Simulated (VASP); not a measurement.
A cell of CoSi$_{2}$ (fluorite) near equilibrium:

```
CELL_PARAMETERS angstrom
      0.00000     2.65582     2.65582
      2.65582     0.00000     2.65582
      2.65582     2.65582     0.00000
ATOMIC_POSITIONS crystal
  Co 0.00000 0.00000 0.00000
  Si 0.25000 0.25000 0.25000
  Si 0.75000 0.75000 0.75000
```

All values below come from r2SCAN meta-GGA, VASP's PBE PAW potentials (set 64) (plane waves; VASP).

| run | ΔE (meV/atom) | σxx | σyy | σzz | largest shear component, with its sign (GPa) | largest force (eV/Å) |
|---|---|---|---|---|---|---|
| as it is | 0.0 | 0.25 | 0.25 | 0.25 | 0.00 | 0.000 |
| after one change | 6.2 | -5.33 | -5.33 | -5.33 | 0.00 | 0.000 |
Stress is in GPa, positive when the cell is compressed.

Question: Name the change that produced these shifts.
A. isotropic strain of +1.0 %
B. biaxial strain of -0.5 % in the yz plane
C. biaxial strain of -1.0 % in the yz plane
D. atom 1 (Co) moved by 0.200 Å along z

Answer: A, isotropic strain of +1.0 %

The compound is CoSi2 in the fluorite structure. The run is not spin-polarised, so no magnetic state was tried. The electron count is odd and the run is not spin-polarised, which forces a metal.
